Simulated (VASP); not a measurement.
Output of a VASP run:

**OUTCAR**
```
 ion  position               nearest neighbor table
   1  0.000  0.000  0.000-   2 2.58   2 2.58   2 2.58   2 2.58
   2  0.750  0.750  0.750-   1 2.58   1 2.58   1 2.58   1 2.58
  LATTYP: Found a face centered cubic cell.
 ALAT       =     5.9581624584
 Subroutine PRICEL returns:
 Original cell was already a primitive cell.
 Subroutine GETGRP returns: Found 24 space group operations
The static configuration has the point symmetry T_d .
The dynamic configuration has the point symmetry T_d .
 Subroutine INISYM returns: Found 24 space group operations
 Subroutine IBZKPT returns following result:
 Found     20 irreducible k-points:

 Following reciprocal coordinates:
            Coordinates               Weight
  0.000000  0.000000  0.000000      1.000000
  0.142857  0.000000  0.000000      8.000000
  0.285714  0.000000  0.000000      8.000000
  0.428571  0.000000  0.000000      8.000000
  0.142857  0.142857  0.000000      6.000000
  0.285714  0.142857  0.000000     24.000000
  0.428571  0.142857  0.000000     24.000000
 -0.428571  0.142857  0.000000     24.000000
 -0.285714  0.142857  0.000000     24.000000
 -0.142857  0.142857  0.000000     12.000000
  0.285714  0.285714  0.000000      6.000000
  0.428571  0.285714  0.000000     24.000000
 -0.428571  0.285714  0.000000     24.000000
 -0.285714  0.285714  0.000000     12.000000
  0.428571  0.428571  0.000000      6.000000
 -0.428571  0.428571  0.000000     12.000000
  0.428571  0.285714  0.142857     24.000000
 -0.428571  0.285714  0.142857     48.000000
 -0.428571  0.428571  0.142857     24.000000
 -0.285714  0.428571  0.142857     24.000000
   k-points           NKPTS =     20   k-points in BZ     NKDIM =     20   number of bands    NBANDS=     13
   number of dos      NEDOS =    301   number of ions     NIONS =      2
   total plane-waves  NPLWV =  27000
   dimension x,y,z NGX =    30 NGY =   30 NGZ =   30
   dimension x,y,z NGXF=    60 NGYF=   60 NGZF=   60
   ions per type =               1   1
   PREC   = accura    normal or accurate (medium, high low for compatibility)
   ISTART =      0    job   : 0-new  1-cont  2-samecut
   ICHARG =      2    charge: 1-file 2-atom 10-const
   ISPIN  =      1    spin polarized calculation?
   LNONCOLLINEAR =      F non collinear calculations
   LSORBIT =      F    spin-orbit coupling
   INIWAV =      1    electr: 0-lowe 1-rand  2-diag
   ENCUT  =  480.0 eV  35.28 Ry    5.94 a.u.   7.53  7.53  7.53*2*pi/ulx,y,z
   NELM   =    100;   NELMIN=  2; NELMDL= -5     # of ELM steps
   EDIFF  = 0.1E-05   stopping-criterion for ELM
   LREAL  =      F    real-space projection
   NLSPLINE    = F    spline interpolate recip. space projectors
   LMAXMIX     =    4 max onsite mixed and CHGCAR
   VOSKOWN=      0    Vosko Wilk Nusair interpolation
   EDIFFG = -.1E-01   stopping-criterion for IOM
   NSW    =     60    number of steps for IOM
   NBLOCK =      1;   KBLOCK =     60    inner block; outer block
   IBRION =      2    ionic relax: 0-MD 1-quasi-New 2-CG
   NFREE  =      1    steps in history (QN), initial steepest desc. (CG)
   ISIF   =      3    stress and relaxation
   ISYM   =      2    0-nonsym 1-usesym 2-fastsym
   TEIN   =    0.0    initial temperature
   TEBEG  =    0.0;   TEEND  =   0.0 temperature during run
   SMASS  =  -3.00    Nose mass-parameter (am)
   PSTRESS=    0.0 pullay stress
   NELECT =      18.0000    total number of electrons
   EFERMI =   0.00;   METHOD = LEGACY
   ISMEAR =     0;   SIGMA  =   0.05  broadening in eV -4-tet -1-fermi 0-gaus
   IALGO  =     38    algorithm
   LDIAG  =      T    sub-space diagonalisation (order eigenvalues)
   IMIX   =      4    mixing-type and parameters
     AMIX     =   0.40;   BMIX     =  1.00
     AMIX_MAG =   1.60;   BMIX_MAG =  1.00
     AMIN     =   0.10
   GGA     = PE    functional components
   VOSKOWN =     0    Vosko Wilk Nusair interpolation
   LHFCALC =     F    Hartree Fock is set to
   LHFONE  =     F    Hartree Fock one center treatment
...
```

**OSZICAR**
```
       N       E                     dE             d eps       ncg     rms          rms(c)
DAV:   1     0.108466777965E+03    0.10847E+03   -0.80606E+03   520   0.142E+03
DAV:   2    -0.881991581226E+00   -0.10935E+03   -0.10609E+03   540   0.314E+02
DAV:   3    -0.859379291776E+01   -0.77118E+01   -0.75022E+01   675   0.886E+01
DAV:   4    -0.879737160110E+01   -0.20358E+00   -0.20342E+00   604   0.160E+01
DAV:   5    -0.880629011998E+01   -0.89185E-02   -0.89182E-02   783   0.293E+00    0.528E+00
DAV:   6    -0.842543519412E+01    0.38085E+00   -0.74438E-01   773   0.150E+01    0.323E+00
DAV:   7    -0.840200098689E+01    0.23434E-01   -0.18382E-01   708   0.360E+00    0.119E+00
DAV:   8    -0.840249509852E+01   -0.49411E-03   -0.15416E-02   652   0.177E+00    0.325E-01
DAV:   9    -0.840325698948E+01   -0.76189E-03   -0.22369E-03   648   0.697E-01    0.186E-01
DAV:  10    -0.840330702120E+01   -0.50032E-04   -0.19495E-04   679   0.121E-01    0.125E-01
DAV:  11    -0.840336703442E+01   -0.60013E-04   -0.57430E-05   585   0.577E-02    0.284E-02
DAV:  12    -0.840337701156E+01   -0.99771E-05   -0.32205E-05   633   0.101E-01    0.193E-02
DAV:  13    -0.840337718267E+01   -0.17110E-06   -0.15658E-06   426   0.132E-02
   1 F= -.84033772E+01 E0= -.84033772E+01  d E =-.840338E+01
```

**OUTCAR**
```
------------------------ aborting loop because EDIFF is reached ----------------------------------------
  FORCE on cell =-STRESS in cart. coord.  units (eV):
  Direction    XX          YY          ZZ          XY          YZ          ZX
  --------------------------------------------------------------------------------------
  Total       -0.0046938     -0.0046938     -0.0046938      0.0000000      0.0000000     -0.0000000
  in kB       -0.1422196     -0.1422196     -0.1422196      0.0000000      0.0000000     -0.0000000
  external PRESSURE =      -0.1422196 kB  Pullay stress =       0.0000000 kB
  volume of cell :       52.88
      direct lattice vectors                 reciprocal lattice vectors
     0.000000000  2.979081229  2.979081229    -0.167836981  0.167836981  0.167836981
     2.979081229  0.000000000  2.979081229     0.167836981 -0.167836981  0.167836981
     2.979081229  2.979081229  0.000000000     0.167836981  0.167836981 -0.167836981
  FREE ENERGIE OF THE ION-ELECTRON SYSTEM (eV)
  ---------------------------------------------------
  free  energy   TOTEN  =        -8.4033771827 eV

  energy  without entropy=       -8.4033771827  energy(sigma->0) =       -8.40337718

 reached required accuracy - stopping structural energy minimisation
```
(Selected blocks of OUTCAR.)

File POSCAR:
```
InP
1
    0.0000000000     2.9790812292     2.9790812292
    2.9790812292    -0.0000000000     2.9790812292
    2.9790812292     2.9790812292     0.0000000000
In P
1 1
Direct
  0.0000000000   0.0000000000   0.0000000000
  0.7500000000   0.7500000000   0.7500000000
```

Task: Reconstruct the remaining input files.

Result: Several could match; the one computed here: the input of the run itself, PBE GGA, plane waves, VASP's PBE PAW potentials (set 64).

**INCAR**
```
# general
SYSTEM =InP
PREC   =Accurate
ENCUT  =480
LREAL  =.False.
LASPH  =.True.

# electronic loop
EDIFF  =1E-6
NELM   =100
ALGO   =Normal
LMAXMIX=4

# smearing
ISMEAR =0
SIGMA  =0.05

# functional
GGA    =PE

# ions
IBRION =2
NSW    =60
ISIF   =3
EDIFFG =-0.01

# output
LWAVE  =.False.
LCHARG =.False.
```

**KPOINTS**
```
Regular mesh
0
Gamma
7 7 7
```

POTCAR, in this order: In_d P (PBE.64 set). Program: vasp_std.

The compound is InP in the zinc blende structure. It was relaxed first. The start is the result of an earlier pass.
